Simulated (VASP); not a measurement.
Given:

```xyz
3
Lattice="0.0000 2.7017 2.7017 2.7017 0.0000 2.7017 2.7017 2.7017 0.0000" Properties=species:S:1:pos:R:3 pbc="T T T"
Cd     0.0000     0.0000     0.0000
F      1.3508     1.3508     1.3508
F      4.0525     4.0525     4.0525
```

Computed with r2SCAN meta-GGA with spin-orbit coupling, VASP's PBE PAW potentials (set 64) (plane waves; VASP). Numerical set-up: 520 eV cut-off, 6×6×6 Γ-centred mesh, Gaussian smearing of 0.050 eV, potentials Cd F.

### Question
Give the energies of bands 15 to 28 at the high-symmetry points, in eV from the valence-band maximum.

### Answer

| band | Γ | X | U | L | W |
|---|---|---|---|---|---|
| 15 | -1.02 | -3.02 | -3.29 | -2.67 | -3.39 |
| 16 | -1.02 | -3.02 | -3.29 | -2.67 | -3.39 |
| 17 | -0.94 | -2.93 | -2.51 | -2.25 | -2.57 |
| 18 | -0.94 | -2.93 | -2.51 | -2.25 | -2.57 |
| 19 | -0.94 | -2.93 | -2.29 | -1.85 | -1.52 |
| 20 | -0.94 | -2.93 | -2.29 | -1.85 | -1.52 |
| 21 | -0.55 | -0.50 | -0.94 | -1.79 | -1.50 |
| 22 | -0.55 | -0.50 | -0.94 | -1.79 | -1.50 |
| 23 | -0.55 | -0.13 | -0.34 | -0.47 | -0.59 |
| 24 | -0.55 | -0.13 | -0.34 | -0.47 | -0.59 |
| 25 | -0.43 | -0.05 | -0.20 | -0.34 | 0.00 |
| 26 | -0.43 | -0.05 | -0.20 | -0.34 | 0.00 |
| 27 | 3.72 | 8.80 | 8.75 | 7.91 | 8.87 |
| 28 | 3.72 | 8.80 | 8.75 | 7.91 | 8.87 |

The gap is indirect, 3.72 eV, from the valence maximum at W to the conduction minimum at Γ.

Measured: gap 7.80 eV (computed value off by -4.08 eV), as given by Giancarlo Cappellini et al., Physical Review B (2013), arXiv:1302.2571.

The compound is CdF2 in the fluorite structure. It was relaxed first.
